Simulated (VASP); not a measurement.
A VASP calculation is set up with these files.

**INCAR**
```
# general
SYSTEM   = Mg2Si
PREC     = Accurate
ENCUT    = 520
LREAL    = .FALSE.
LASPH    = .TRUE.

# electronic loop
EDIFF    = 1E-7
NELM     = 100
ALGO     = Normal

# smearing
ISMEAR   = 0
SIGMA    = 0.05

# functional
GGA      = ML
LUSE_VDW = .TRUE.
AGGAC    = 0.0
ZAB_VDW  = -1.8867

# ions
ISIF     = 2

# output
LWAVE    = .FALSE.
LCHARG   = .FALSE.
```

File KPOINTS:
```
Automatic
0
G
  6 6 6
0 0 0
```

**POSCAR**
```
Mg2Si
1
    0.0000000000     3.2620009360     3.2620009360
    3.2620009360     0.0000000000     3.2620009360
    3.2620009360     3.2620009360     0.0000000000
Mg Si
2 1
Direct
  0.2500000000   0.2500000000   0.2500000000
  0.7500000000   0.7500000000   0.7500000000
  0.0000000000   0.0000000000   0.0000000000
```

POTCAR, in this order: Mg Si (PBE.64 set). Program: vasp_std.

Problem. Translate this vdW-DF2 calculation to Quantum ESPRESSO's pw.x.

Solution. One equivalent input (not run):
```
&CONTROL
  calculation = 'scf'
  pseudo_dir = './pseudo'
  outdir = './out'
  tprnfor = .true.
  tstress = .true.
/
&SYSTEM
  ibrav = 0
  nat = 3
  ntyp = 2
  ecutwfc = 84
  occupations = 'smearing'
  smearing = 'gaussian'
  degauss = 0.003675
  input_dft = 'vdw-df2'
/
&ELECTRONS
  conv_thr = 7.3e-09
  electron_maxstep = 100
/
ATOMIC_SPECIES
  Mg 24.305 Mg.upf
  Si 28.085 Si.upf
CELL_PARAMETERS angstrom
     0.0000000    3.2620009    3.2620009
     3.2620009    0.0000000    3.2620009
     3.2620009    3.2620009    0.0000000
ATOMIC_POSITIONS crystal
  Mg   0.2500000  0.2500000  0.2500000
  Mg   0.7500000  0.7500000  0.7500000
  Si   0.0000000  0.0000000  0.0000000
K_POINTS automatic
  6 6 6 0 0 0
```
Limits of the translation: the potentials are each code's own (VASP's PAW set, PseudoDojo norm-conserving files in pw.x), so ENCUT and ecutwfc are chosen apart and not converted; conv_thr bounds pw.x's estimated SCF error, while EDIFF bounds the energy change between steps.

The compound is Mg2Si in the antifluorite structure. This cell is one point of a volume scan, at 1.06 of the reference volume.
